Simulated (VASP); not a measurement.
Here is the system:

```
CELL_PARAMETERS angstrom
      1.54000    -2.66736     0.00000
      1.54000     2.66736     0.00000
      0.00000     0.00000     5.05000
ATOMIC_POSITIONS crystal
  Si 0.66667 0.33333 0.50000
  Si 0.33333 0.66667 0.00000
  C  0.66667 0.33333 0.87500
  C  0.33333 0.66667 0.37500
```

Level of theory: PBE GGA, VASP's PBE PAW potentials (set 64) (plane waves; VASP). Numerical set-up: 520 eV cut-off, 8×8×4 Γ-centred mesh, Gaussian smearing of 0.050 eV, potentials Si C.

Estimate the energy per atom (σ→0), pressure.

The energy per atom (σ→0) is -7.526 eV/atom and the pressure is 2.69 GPa.

Only differences to runs with the same potentials and settings are physical.

The compound is SiC in the wurtzite structure, the rare 2H polytype. The cell was not relaxed at this level.
